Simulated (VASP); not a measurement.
An input for Ansatz (written as the equivalent of a VASP run, and not itself run):

Ansatz 0.2 input:
```yaml
crystal:
  lattice:
    - [0.0000000, 3.4979229, 3.4979229]
    - [3.4979229, 0.0000000, 3.4979229]
    - [3.4979229, 3.4979229, 0.0000000]
  atoms:
    - { symbol: Sr, position: [-0.0107206, -0.0107206, 0.0107206] }
    - { symbol: Cl, position: [0.2500000, 0.2500000, 0.2500000] }
    - { symbol: Cl, position: [0.7500000, 0.7500000, 0.7500000] }
kpoints:
  mp_grid: { grid: [6, 6, 6] }
hamiltonian:
  xc: r2scan
  pseudopotentials: { kind: paw }
scf:
  occupations: { method: gaussian, width: 0.05 }
  max_iter: 100
output: { forces: true, stress: true, eigenvalues: true }
```

Problem. Write the VASP files for the same calculation (r2SCAN).

Solution. Several could match; the one computed here: 
**POSCAR**
```
SrCl2
1
    0.0000000000     3.4979229415     3.4979229415
    3.4979229415     0.0000000000     3.4979229415
    3.4979229415     3.4979229415     0.0000000000
Sr Cl
1 2
Direct
 -0.0107206478  -0.0107206478   0.0107206478
  0.2500000000   0.2500000000   0.2500000000
  0.7500000000   0.7500000000   0.7500000000
```

### KPOINTS
```
Automatic mesh
0
Gamma
6 6 6
0 0 0
```

**INCAR**
```
SYSTEM = SrCl2
PREC = Accurate
ENCUT = 480
EDIFF = 1E-7
NELM = 100
ALGO = Normal
LREAL = .FALSE.
LASPH = .TRUE.
ISMEAR = 0
SIGMA = 0.05
METAGGA = R2SCAN
LMIXTAU = .TRUE.
LMAXMIX = 4
LWAVE = .FALSE.
LCHARG = .FALSE.
ISIF = 2
```

POTCAR, in this order: Sr_sv Cl (PBE.64 set). Program: vasp_std.

Limits of the translation: each code has its own PAW files, so the cut-off isn't converted (ENCUT is set for VASP's; basis.ecutwfc is left out, and Ansatz then takes the one that its files recommend); Ansatz stops its SCF on the density residual and VASP on the energy change (EDIFF).

The compound is SrCl2 in the fluorite structure. This cell was strained or had an atom moved on purpose.
